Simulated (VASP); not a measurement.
Consider the following.

```yaml
crystal:
  lattice:
    - [1.58299, -2.74181, 0.00000]
    - [1.58299, 2.74181, 0.00000]
    - [0.00000, 0.00000, 13.40302]
  atoms:
    - { symbol: W, position: [0.33333, 0.66667, 0.25000] }
    - { symbol: W, position: [0.66667, 0.33333, 0.75000] }
    - { symbol: S, position: [0.33333, 0.66667, 0.86670] }
    - { symbol: S, position: [0.66667, 0.33333, 0.36670] }
    - { symbol: S, position: [0.66667, 0.33333, 0.13330] }
    - { symbol: S, position: [0.33333, 0.66667, 0.63330] }
```

Computed with MS2 meta-GGA, VASP's PBE PAW potentials (set 64) (plane waves; VASP). Run with 520 eV cut-off, 9×9×2 Γ-centred mesh, tetrahedra with Blöchl corrections, potentials W_sv S.

The cores are frozen, which limits the accuracy of field gradients.

Question: Give the principal components of the electric field gradient (V/Å²) and the asymmetry η at each nucleus.

Answer: 
```json
[
 {"atom": "W1", "Vxx": "90.7", "Vyy": "90.7", "Vzz": "-181.4", "η": "0.00"},
 {"atom": "W2", "Vxx": "90.7", "Vyy": "90.7", "Vzz": "-181.4", "η": "0.00"},
 {"atom": "S3", "Vxx": "24.2", "Vyy": "24.2", "Vzz": "-48.4", "η": "0.00"},
 {"atom": "S4", "Vxx": "24.2", "Vyy": "24.2", "Vzz": "-48.4", "η": "0.00"},
 {"atom": "S5", "Vxx": "24.2", "Vyy": "24.2", "Vzz": "-48.4", "η": "0.00"},
 {"atom": "S6", "Vxx": "24.2", "Vyy": "24.2", "Vzz": "-48.4", "η": "0.00"}
]
```

The compound is WS2 in the 2H layered structure. It was relaxed first, which changed the volume by +10 %.
